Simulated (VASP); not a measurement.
Given:

```xyz
4
Lattice="3.5959 0.0000 0.0000 0.0000 3.6495 0.0000 0.0000 0.0000 3.5884" Properties=species:S:1:pos:R:3 pbc="T T T"
Fe     0.0000     0.0000     0.0000
Ni     0.0000     1.8248     1.7942
Ni     1.7979     0.0000     1.7942
Ni     1.8875     1.8248     0.0000
```
Starting moments (μB, in the order of the record's atoms Fe Ni Ni Ni): 3.0 0.7 0.7 0.7.

Method: PBE GGA, VASP's PBE PAW potentials (set 64) (plane waves; VASP 6.6.1). Numerical set-up: 250 eV cut-off, 8×8×8 Γ-centred mesh, first-order Methfessel-Paxton smearing of 0.10 eV, potentials Fe Ni.

At this cut-off the stress carries a Pulay error, which pulls relaxed volumes low.

**Question.** Which forces act on the atoms, in eV/Å?

**Answer.** 
| atom | Fx | Fy | Fz |
|---|---|---|---|
| Fe1 | 0.210 | 0.000 | 0.000 |
| Ni2 | 0.312 | 0.000 | 0.000 |
| Ni3 | 0.045 | 0.000 | 0.000 |
| Ni4 | -0.567 | 0.000 | 0.000 |

**Question.** Give the stress tensor in GPa (positive for a compressed cell).

**Answer.** 
```
-20.90    0.00    0.00
  0.00  -22.42    0.00
  0.00    0.00  -20.74
```
The pressure is its mean diagonal, -21.35 GPa.

The compound is Ni3Fe in the L1_2 structure. The cell was not relaxed at this level, atoms are displaced from their ideal sites. The run is one of a series of settings (ENCUT = 250 against the base run), some of them coarse on purpose.
